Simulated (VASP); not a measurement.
## CaBr under changes of volume

One of the cells (35.628 Å³/atom); the others are scaled copies at fixed shape and fractional positions:

```
Br Ca
1.0
     4.11120    0.00000    0.00000
    -2.05560    3.56040    0.00000
     0.00000    0.00000    9.73618
Br Ca
2 2
Direct
  0.66667 0.33333 0.53449
  0.33333 0.66667 0.03449
  0.66667 0.33333 0.84051
  0.33333 0.66667 0.34051
```

The cell comes from a database or a generator and needn't be the stable form of this composition.

```yaml
Program: VASP 6.6.1
Functional: PBE
Potentials_or_basis: VASP PAW PBE potentials, release 64 (Br, Ca_sv)
Cutoff: 520 eV
k_mesh: 8 × 8 × 3
Occupations: fermi-dirac, width 0.05 eV
Spin: no spin polarisation
```

```tsv
volume (Å³/atom)	energy over the lowest point (meV/atom)	pressure (GPa)	largest force (eV/Å)
32.834	20.54	2.2	0.225
33.533	12.09	1.6	0.191
34.231	?	?	?
35.628	0.14	0.2	0.104
36.327	0.00	-0.2	0.080
37.026	1.51	-0.6	0.057
```

Question: What does the run at 34.231 Å³/atom give?

Answer: Energy over the lowest point 6.00 meV/atom; pressure 1.1 GPa; largest force 0.160 eV/Å.

Worked out: A Birch-Murnaghan fit of order 3 (a polynomial in V^(-2/3)) to the other rows has its minimum at 36.03 Å³/atom with B0 = V·E''(V) = 20 GPa and B' = 3.6 at fixed shape and positions, which overstates the stiffness. It gives 6.01 meV/atom at 34.231 Å³/atom, against the run's 6.00, and -dE/dV = 1.1 GPa, against 1.1.

Energies are extrapolated to zero smearing.
